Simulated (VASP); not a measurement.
OSZICAR of a VASP run on Tc (hcp):

### OSZICAR
```
       N       E                     dE             d eps       ncg     rms          rms(c)
DAV:   1     0.266994595698E+03    0.26699E+03   -0.17302E+04  4606   0.167E+03
DAV:   2    -0.742989809973E+02   -0.34129E+03   -0.33811E+03  5058   0.479E+02
DAV:   3    -0.827675957951E+02   -0.84686E+01   -0.82959E+01  5402   0.882E+01
DAV:   4    -0.828392133592E+02   -0.71618E-01   -0.71422E-01  5099   0.831E+00
DAV:   5    -0.828399478881E+02   -0.73453E-03   -0.73421E-03  5127   0.751E-01    0.342E+01
DAV:   6    -0.703679942536E+02    0.12472E+02   -0.11895E+01  4704   0.419E+01    0.550E+00
DAV:   7    -0.688837549088E+02    0.14842E+01   -0.14787E+00  5107   0.104E+01    0.920E-01
DAV:   8    -0.705543086021E+02   -0.16706E+01   -0.74769E-01  4760   0.780E+00    0.207E+00
DAV:   9    -0.700948932019E+02    0.45942E+00   -0.71630E-01  4622   0.109E+01    0.104E+00
DAV:  10    -0.701155741578E+02   -0.20681E-01   -0.47130E-02  4708   0.268E+00    0.107E+00
DAV:  11    -0.700522244992E+02    0.63350E-01   -0.60766E-02  4591   0.291E+00    0.854E-01
DAV:  12    -0.701128144131E+02   -0.60590E-01   -0.44280E-02  4678   0.212E+00    0.192E-01
DAV:  13    -0.700131138523E+02    0.99701E-01   -0.22780E-01  4622   0.544E+00    0.256E-01
DAV:  14    -0.700130304832E+02    0.83369E-04   -0.14941E-03  5001   0.379E-01    0.279E-01
DAV:  15    -0.700133057166E+02   -0.27523E-03   -0.18096E-04  4664   0.151E-01    0.249E-01
DAV:  16    -0.700119724939E+02    0.13332E-02   -0.71916E-03  4606   0.102E+00    0.146E-01
DAV:  17    -0.700130132979E+02   -0.10408E-02   -0.21430E-03  4592   0.520E-01    0.143E-01
DAV:  18    -0.700134414094E+02   -0.42811E-03   -0.26153E-04  4630   0.144E-01    0.118E-01
DAV:  19    -0.700133194510E+02    0.12196E-03   -0.85082E-05  4626   0.110E-01    0.110E-01
DAV:  20    -0.700131689151E+02    0.15054E-03   -0.24882E-03  4599   0.588E-01    0.609E-02
DAV:  21    -0.700132718440E+02   -0.10293E-03   -0.22035E-04  4656   0.181E-01    0.387E-02
DAV:  22    -0.700133315516E+02   -0.59708E-04   -0.97443E-05  4590   0.123E-01    0.343E-02
DAV:  23    -0.700133549961E+02   -0.23444E-04   -0.76894E-06  4710   0.327E-02    0.322E-02
DAV:  24    -0.700134005829E+02   -0.45587E-04   -0.44155E-05  4688   0.804E-02    0.159E-02
DAV:  25    -0.700134253720E+02   -0.24789E-04   -0.55676E-05  4664   0.883E-02    0.685E-03
DAV:  26    -0.700134293238E+02   -0.39518E-05   -0.40355E-06  4849   0.238E-02    0.383E-03
DAV:  27    -0.700134339680E+02   -0.46442E-05   -0.57930E-07  4619   0.868E-03    0.178E-03
DAV:  28    -0.700134303778E+02    0.35902E-05   -0.11679E-06  4616   0.130E-02    0.576E-04
DAV:  29    -0.700134303716E+02    0.61555E-08   -0.12695E-07  2451   0.426E-03
   1 F= -.70013430E+02 E0= -.70013580E+02  d E =-.700134E+02
       N       E                     dE             d eps       ncg     rms          rms(c)
DAV:   1    -0.700179993428E+02   -0.45690E-02   -0.26722E-01  4590   0.463E+00    0.406E-01
DAV:   2    -0.700133069524E+02    0.46924E-02   -0.85423E-03  4814   0.854E-01    0.185E-01
DAV:   3    -0.700130396498E+02    0.26730E-03   -0.58745E-03  4654   0.895E-01    0.557E-02
DAV:   4    -0.700132846386E+02   -0.24499E-03   -0.90961E-04  4717   0.348E-01    0.316E-02
DAV:   5    -0.700133553591E+02   -0.70721E-04   -0.11533E-04  4644   0.116E-01    0.207E-02
DAV:   6    -0.700133818795E+02   -0.26520E-04   -0.18806E-04  4593   0.158E-01    0.433E-03
DAV:   7    -0.700134108418E+02   -0.28962E-04   -0.22088E-05  4614   0.529E-02    0.201E-03
DAV:   8    -0.700134007218E+02    0.10120E-04   -0.24504E-06  4690   0.176E-02    0.870E-04
DAV:   9    -0.700134120193E+02   -0.11297E-04   -0.12324E-06  4628   0.142E-02    0.326E-04
DAV:  10    -0.700134123810E+02   -0.36173E-06   -0.23928E-07  4255   0.600E-03    0.260E-04
DAV:  11    -0.700134101686E+02    0.22124E-05   -0.38637E-08  2296   0.251E-03    0.768E-05
DAV:  12    -0.700134107485E+02   -0.57989E-06   -0.58700E-09  2295   0.935E-04    0.420E-05
DAV:  13    -0.700134102716E+02    0.47692E-06   -0.17998E-09  2295   0.582E-04    0.223E-05
DAV:  14    -0.700134101406E+02    0.13092E-06   -0.78684E-10  2295   0.372E-04    0.161E-05
DAV:  15    -0.700134101451E+02   -0.44765E-08   -0.66711E-11  2295   0.942E-05
   2 F= -.70013410E+02 E0= -.70013572E+02  d E =0.202265E-04
       N       E                     dE             d eps       ncg     rms          rms(c)
DAV:   1    -0.700148443552E+02   -0.14342E-02   -0.70259E-02  4590   0.237E+00    0.207E-01
DAV:   2    -0.700136537345E+02    0.11906E-02   -0.22286E-03  4806   0.434E-01    0.954E-02
DAV:   3    -0.700137669259E+02   -0.11319E-03   -0.15458E-03  4662   0.458E-01    0.286E-02
DAV:   4    -0.700136764353E+02    0.90491E-04   -0.24252E-04  4690   0.181E-01    0.157E-02
DAV:   5    -0.700136941038E+02   -0.17669E-04   -0.41803E-05  4654   0.705E-02    0.943E-03
DAV:   6    -0.700136500457E+02    0.44058E-04   -0.60135E-05  4593   0.897E-02    0.232E-03
DAV:   7    -0.700136309126E+02    0.19133E-04   -0.35895E-06  4742   0.217E-02    0.546E-04
DAV:   8    -0.700136367217E+02   -0.58091E-05   -0.38337E-07  4598   0.730E-03    0.322E-04
DAV:   9    -0.700136336922E+02    0.30294E-05   -0.17409E-07  3253   0.538E-03    0.108E-04
DAV:  10    -0.700136347383E+02   -0.10461E-05   -0.56414E-08  2296   0.281E-03    0.437E-05
DAV:  11    -0.700136350592E+02   -0.32087E-06   -0.18209E-09  2295   0.525E-04    0.355E-05
DAV:  12    -0.700136351348E+02   -0.75618E-07   -0.34390E-10  2295   0.219E-04
   3 F= -.70013635E+02 E0= -.70013804E+02  d E =-.204763E-03
```

Which electronic solver shows in the log?

It is blocked Davidson (ALGO = Normal, or the opening steps of other solvers). The INCAR had ALGO = Normal.

Can the final energy be trusted as converged?

The calculation finished and met its thresholds. It stopped with EDIFF = 1E-7, NELM = 100, NSW = 30 and EDIFFG = -0.01 after 3 ionic steps (SCAN meta-GGA, plane waves, VASP's PBE PAW potentials (set 64)).

The compound is Tc in the hcp structure. This cell is one point of a volume scan, at 0.94 of the reference volume. Symmetry was kept, so distortions that lower it aren't found.
